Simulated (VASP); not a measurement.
Computed with rev-vdW-DF2, VASP's PBE PAW potentials (set 64) (plane waves; VASP).

Input for VASP

File POSCAR:
```
SiO2
1
    4.2878442427     0.0000000000     0.0000000000
    0.0000000000     4.2878442427     0.0000000000
    0.0000000000     0.0000000000     2.7487258804
Si O
2 4
Direct
  0.0000000000   0.0000000000   0.0000000000
  0.5000000000   0.5000000000   0.5000000000
  0.3060123604   0.3060123604   1.0000000000
  0.8060123604   0.1939876396   0.5000000000
  0.1939876396   0.8060123604   0.5000000000
  0.6939876396   0.6939876396   0.0000000000
```

INCAR:
```
SYSTEM = SiO2
PREC = Accurate; ENCUT = 520; LREAL = .FALSE.
LASPH = .TRUE.
EDIFF = 1E-7; NELM = 100; ALGO = Normal
ISMEAR = 0; SIGMA = 0.05
GGA = MK; LUSE_VDW = .TRUE.; AGGAC = 0.0
PARAM1 = 0.1234568; PARAM2 = 0.7114; ZAB_VDW = -1.8867
IBRION = 2; NSW = 30; ISIF = 4
EDIFFG = -0.01
LWAVE = .FALSE.; LCHARG = .FALSE.
```

**KPOINTS**
```
Automatic mesh
0
Gamma
5 5 8
0 0 0
```

POTCAR, in this order: Si O (PBE.64 set). Program: vasp_std.

Output

**OSZICAR**
```
       N       E                     dE             d eps       ncg     rms          rms(c)
DAV:   1     0.172815948623E+03    0.17282E+03   -0.18036E+04  1208   0.153E+03
DAV:   2    -0.364302577804E+02   -0.20925E+03   -0.20090E+03  1588   0.323E+02
DAV:   3    -0.439599204051E+02   -0.75297E+01   -0.75038E+01  1440   0.656E+01
DAV:   4    -0.440242827388E+02   -0.64362E-01   -0.64281E-01  1408   0.685E+00
DAV:   5    -0.440250754286E+02   -0.79269E-03   -0.79257E-03  1404   0.734E-01    0.159E+01
DAV:   6    -0.393209200040E+02    0.47042E+01   -0.19845E+01  1308   0.308E+01    0.679E+00
DAV:   7    -0.393441032651E+02   -0.23183E-01   -0.43600E-01  1392   0.494E+00    0.275E+00
DAV:   8    -0.393500564019E+02   -0.59531E-02   -0.17141E-02  1340   0.143E+00    0.104E+00
DAV:   9    -0.393541470517E+02   -0.40906E-02   -0.75798E-03  1348   0.988E-01    0.226E-01
DAV:  10    -0.393543123674E+02   -0.16532E-03   -0.11196E-03  1400   0.259E-01    0.624E-02
DAV:  11    -0.393542476887E+02    0.64679E-04   -0.28767E-04  1372   0.128E-01    0.168E-02
DAV:  12    -0.393542485112E+02   -0.82248E-06   -0.11035E-05  1420   0.242E-02    0.530E-03
DAV:  13    -0.393542482810E+02    0.23023E-06   -0.15063E-06  1400   0.909E-03    0.178E-03
DAV:  14    -0.393542482935E+02   -0.12546E-07   -0.66435E-08   800   0.215E-03
   1 F= -.39354248E+02 E0= -.39354248E+02  d E =-.393542E+02
       N       E                     dE             d eps       ncg     rms          rms(c)
DAV:   1    -0.393637466252E+02   -0.94983E-02   -0.66140E+00  1204   0.218E+01    0.778E-01
DAV:   2    -0.393750634309E+02   -0.11317E-01   -0.19026E-01  1428   0.340E+00    0.393E-01
DAV:   3    -0.393708772890E+02    0.41861E-02   -0.37740E-03  1400   0.648E-01    0.169E-01
DAV:   4    -0.393702735814E+02    0.60371E-03   -0.31656E-03  1396   0.489E-01    0.401E-02
DAV:   5    -0.393702845741E+02   -0.10993E-04   -0.53730E-04  1364   0.204E-01    0.207E-02
DAV:   6    -0.393702754349E+02    0.91392E-05   -0.26896E-05  1356   0.527E-02    0.904E-03
DAV:   7    -0.393702754700E+02   -0.35149E-07   -0.22012E-06  1388   0.124E-02    0.430E-03
DAV:   8    -0.393702754498E+02    0.20264E-07   -0.71776E-07  1364   0.890E-03
   2 F= -.39370275E+02 E0= -.39370275E+02  d E =-.160272E-01
       N       E                     dE             d eps       ncg     rms          rms(c)
DAV:   1    -0.393704240015E+02   -0.14853E-03   -0.16415E-01  1208   0.343E+00    0.121E-01
DAV:   2    -0.393706956289E+02   -0.27163E-03   -0.46668E-03  1428   0.533E-01    0.623E-02
DAV:   3    -0.393705909306E+02    0.10470E-03   -0.96208E-05  1400   0.103E-01    0.261E-02
DAV:   4    -0.393705773485E+02    0.13582E-04   -0.77485E-05  1396   0.760E-02    0.647E-03
DAV:   5    -0.393705781104E+02   -0.76183E-06   -0.17433E-05  1360   0.380E-02    0.473E-03
DAV:   6    -0.393705772277E+02    0.88270E-06   -0.20584E-06  1344   0.156E-02    0.142E-03
DAV:   7    -0.393705772745E+02   -0.46877E-07   -0.24796E-07  1052   0.362E-03
   3 F= -.39370577E+02 E0= -.39370577E+02  d E =-.163290E-01
       N       E                     dE             d eps       ncg     rms          rms(c)
DAV:   1    -0.393751378990E+02   -0.45607E-02   -0.33488E-01  1288   0.509E+00    0.420E-01
DAV:   2    -0.393729439338E+02    0.21940E-02   -0.39078E-03  1392   0.531E-01    0.236E-01
DAV:   3    -0.393717371082E+02    0.12068E-02   -0.15218E-03  1400   0.341E-01    0.141E-02
DAV:   4    -0.393717473504E+02   -0.10242E-04   -0.11531E-04  1356   0.844E-02    0.126E-02
DAV:   5    -0.393717470297E+02    0.32067E-06   -0.20662E-06  1396   0.145E-02    0.392E-03
DAV:   6    -0.393717470857E+02   -0.56058E-07   -0.73950E-07  1348   0.723E-03
   4 F= -.39371747E+02 E0= -.39371747E+02  d E =-.116981E-02
       N       E                     dE             d eps       ncg     rms          rms(c)
DAV:   1    -0.393722559377E+02   -0.50891E-03   -0.27486E-02  1292   0.146E+00    0.121E-01
DAV:   2    -0.393720744048E+02    0.18153E-03   -0.32203E-04  1392   0.152E-01    0.679E-02
DAV:   3    -0.393719746203E+02    0.99784E-04   -0.12454E-04  1396   0.976E-02    0.400E-03
DAV:   4    -0.393719755814E+02   -0.96112E-06   -0.94547E-06  1360   0.242E-02    0.368E-03
DAV:   5    -0.393719756507E+02   -0.69273E-07   -0.16396E-07   860   0.432E-03
   5 F= -.39371976E+02 E0= -.39371976E+02  d E =-.139838E-02
```

OUTCAR:
```
------------------------ aborting loop because EDIFF is reached ----------------------------------------
  FORCE on cell =-STRESS in cart. coord.  units (eV):
  Direction    XX          YY          ZZ          XY          YZ          ZX
  --------------------------------------------------------------------------------------
  Total       -4.3537245     -4.3537245     -4.3507329      0.0000000      0.0000000      0.0000000
  in kB     -138.0263772   -138.0263772   -137.9315351      0.0000000      0.0000000      0.0000000
  external PRESSURE =    -137.9947632 kB  Pullay stress =       0.0000000 kB
  volume of cell :       50.54
      direct lattice vectors                 reciprocal lattice vectors
     4.311097123 -0.000000000  0.000000000     0.231959516  0.000000000  0.000000000
    -0.000000000  4.311097123  0.000000000     0.000000000  0.231959516  0.000000000
     0.000000000  0.000000000  2.719154094     0.000000000  0.000000000  0.367761431
 POSITION                                       TOTAL-FORCE (eV/Angst)
 -----------------------------------------------------------------------------------
      4.31110     -0.00000      0.00000        -0.000000      0.000000      0.000000
      2.15555      2.15555      1.35958        -0.000000      0.000000      0.000000
      1.33146      1.33146      0.00000        -0.000465     -0.000465      0.000000
      3.48701      0.82408      1.35958        -0.000465      0.000465      0.000000
      0.82408      3.48701      1.35958         0.000465     -0.000465      0.000000
      2.97963      2.97963      0.00000         0.000465      0.000465      0.000000
 -----------------------------------------------------------------------------------
    total drift:                                0.000000      0.000000     -0.000000
  FREE ENERGIE OF THE ION-ELECTRON SYSTEM (eV)
  ---------------------------------------------------
  free  energy   TOTEN  =       -39.3719756507 eV

  energy  without entropy=      -39.3719756507  energy(sigma->0) =      -39.37197565

 reached required accuracy - stopping structural energy minimisation
```
(Selected blocks of OUTCAR.)

CONTCAR:
```
SiO2
   1.00000000000000
     4.3110971232258395   -0.0000000000000000    0.0000000000000000
    -0.0000000000000000    4.3110971232258395    0.0000000000000000
     0.0000000000000000    0.0000000000000000    2.7191540936816101
  Si              O
     2     4
Direct
     1.0000000000000000    0.0000000000000000    0.0000000000000000
     0.5000000000000000    0.5000000000000000    0.5000000000000000
     0.3088459364605244    0.3088459364605244    0.0000000000000000
     0.8088459364605245    0.1911540635394756    0.5000000000000000
     0.1911540635394756    0.8088459364605245    0.5000000000000000
     0.6911540635394755    0.6911540635394755    0.0000000000000000
```

The compound is SiO2 in the rutile structure, stishovite, a high-pressure form. This cell is one point of a volume scan, at 1.06 of the reference volume. Symmetry was kept, so distortions that lower it aren't found.
